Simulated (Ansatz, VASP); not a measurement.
**Two plane-wave programs on Ta3AsAu2O13**

```
Ta As Au O
1.0
     6.80067   -1.92163   -0.02621
     6.80067    1.92163   -0.02621
    -1.72225    0.00000   10.37288
Ta As Au O
3 1 2 13
Direct
  0.29832 0.29832 0.63042
  0.35838 0.35838 0.00386
  0.64153 0.64153 0.99841
  0.70210 0.70210 0.36249
  0.60176 0.60176 0.63181
  0.39989 0.39989 0.36577
  0.34257 0.34257 0.80557
  0.41638 0.41638 0.55635
  0.78159 0.78159 0.59389
  0.65958 0.65958 0.20071
  0.59095 0.59095 0.43486
  0.21897 0.21897 0.41156
  0.61546 0.61546 0.82214
  0.14400 0.14400 0.64097
  0.38300 0.38300 0.17947
  0.84498 0.84498 0.35825
  0.50050 0.50050 0.00258
  0.81269 0.81269 0.99232
  0.18737 0.18737 0.00856
```

The cell was built by a generator and needn't be a form met in nature.

Alike in both runs: functional PBE; k mesh 7 × 7 × 3; occupations fermi-dirac, width 0.05 eV; no spin polarisation.

```csv
,VASP,Ansatz
version,VASP 6.6.1,Ansatz 0.2.0
potentials or method,"VASP PAW PBE potentials, release 64 (Ta_pv, As, Au, O)",PseudoDojo standard (PBE files)
plane-wave cutoff (eV),520,1143
valence electrons in the cell,138,170
task,optical spectrum,single point
```

Ansatz gave:

```
gap on the k mesh at the Fermi level (eV)       : none
pressure (GPa)                                  : -0.7
largest component of the traceless stress (GPa) : 0.22
rms of the force components (eV/Å)              : 0.040
```

Q: Which values does VASP return?

A: gap on the k mesh at the Fermi level (eV): none; pressure (GPa): 0.7; largest component of the traceless stress (GPa): 0.40; rms of the force components (eV/Å): 0.077.

Atom by atom the forces differ by 0.102 eV/Å (rms over components). A gap of «none» marks a metal or a gap that the smearing closes. The functional is the same, so the differences come from potentials, cutoffs and numerics. The two sets of potentials don't hold the same shells in valence.

Caveats: spectra need much finer meshes, so this one isn't converged (VASP); independent-particle spectra lack excitons (VASP); the intraband (Drude) part of a metal's response may be missing (VASP). Spin-orbit coupling is left out, which matters for the levels of Au, Ta.
